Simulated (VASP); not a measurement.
An input for Ansatz (written as the equivalent of a VASP run, and not itself run):

Ansatz 0.2 input:
```yaml
crystal:
  lattice:
    - [0.0000000, 3.5424350, 3.5424350]
    - [3.5424350, 0.0000000, 3.5424350]
    - [3.5424350, 3.5424350, 0.0000000]
  atoms:
    - { symbol: K, position: [0.0135250, -0.0043790, -0.0127970] }
    - { symbol: I, position: [0.4864750, 0.5043790, 0.5127970] }
kpoints:
  mp_grid: { grid: [6, 6, 6] }
hamiltonian:
  xc: pbe
  pseudopotentials: { kind: paw }
scf:
  occupations: { method: gaussian, width: 0.01 }
  max_iter: 100
output: { forces: true, stress: true, eigenvalues: true }
```

**Question.** Translate this input to VASP (INCAR, KPOINTS, POSCAR, choice of POTCAR).

**Answer.** Several could match; the one computed here: 
INCAR:
```
SYSTEM = KI
PREC = Accurate; ENCUT = 300; LREAL = .FALSE.
LASPH = .TRUE.
EDIFF = 1E-6; NELM = 100; ALGO = Normal
LMAXMIX = 4
ISMEAR = 0; SIGMA = 0.01
GGA = PE
ISIF = 2
LWAVE = .FALSE.; LCHARG = .FALSE.
```

POSCAR:
```
KI
1.0
  0.0000000000   3.5424350000   3.5424350000
  3.5424350000   0.0000000000   3.5424350000
  3.5424350000   3.5424350000   0.0000000000
K I
1 1
Cartesian
 -0.0608448636   0.0025788927   0.0323991105
  3.6032798636   3.5398561073   3.5100358895
```

KPOINTS:
```
Automatic
0
gamma
6 6 6
0 0 0
```

POTCAR, in this order: K_sv I (PBE.64 set). Program: vasp_std.

What does not carry over: each code has its own PAW files, so the cut-off isn't converted (ENCUT is set for VASP's; basis.ecutwfc is left out, and Ansatz then takes the one that its files recommend); Ansatz stops its SCF on the density residual and VASP on the energy change (EDIFF).

The structure comes from a computed database's KI entry; how it stands against other phases isn't given here. The cell was not relaxed at this level, atoms are displaced from their ideal sites.
